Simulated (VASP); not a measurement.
Input of a VASP 6.6.1 run:

Contents of INCAR:

```
ALGO = Fast
EDIFF = 1E-6
ENCUT = 520
ISIF = 2
ISMEAR = -1
ISPIN = 2
LASPH = T
LCHARG = F
LMAXMIX = 4
LORBIT = 11
LREAL = F
LWAVE = F
MAGMOM = 0 0 2 0 0 0
NBANDS = 40
NELM = 150
PREC = Accurate
SIGMA = 0.05
```

Contents of KPOINTS:

```
k-points
0
Gamma
  8 8 8
```

POSCAR

```
VW2C3
1.0
   -1.5244850000      2.1619300000      4.5850290000
    1.5244850000     -2.1619300000      4.5850290000
    1.5244850000      2.1619300000     -4.5850290000
W V C
2 1 3
Direct
    0.8340170000      0.3340170000      0.5000000000
    0.1659830000      0.6659830000      0.5000000000
    0.5000000000      0.0000000000      0.5000000000
    0.3390390000      0.3390390000      0.0000000000
    0.6609610000      0.6609610000      0.0000000000
    0.0000000000      0.0000000000      0.0000000000
```

Potentials or basis: VASP PAW LDA potentials, release 64 (W_sv, V_sv, C).

Launch:

```bash
$ cat potpaw_LDA.64/W_sv/POTCAR potpaw_LDA.64/V_sv/POTCAR potpaw_LDA.64/C/POTCAR > POTCAR
$ mpirun -np 1 vasp_std > vasp.out
```

Question: What does it give for the net moment?

Answer: 0.00 μB per cell.

Question: What does it give for the pressure?

Answer: -14.5 GPa.

Question: Estimate the largest force.

Answer: 0.026 eV/Å.

Question: Estimate the band gap on the k mesh.

Answer: None (metal or under the smearing width).

Forces on the atoms (eV/Å):
```
W    0.000  0.000 -0.026
W    0.000  0.000  0.026
V    0.000  0.000  0.000
C    0.000  0.000 -0.018
C    0.000  0.000  0.018
C    0.000  0.000  0.000
```

The run has no spin-orbit coupling, so splittings on W are missing.
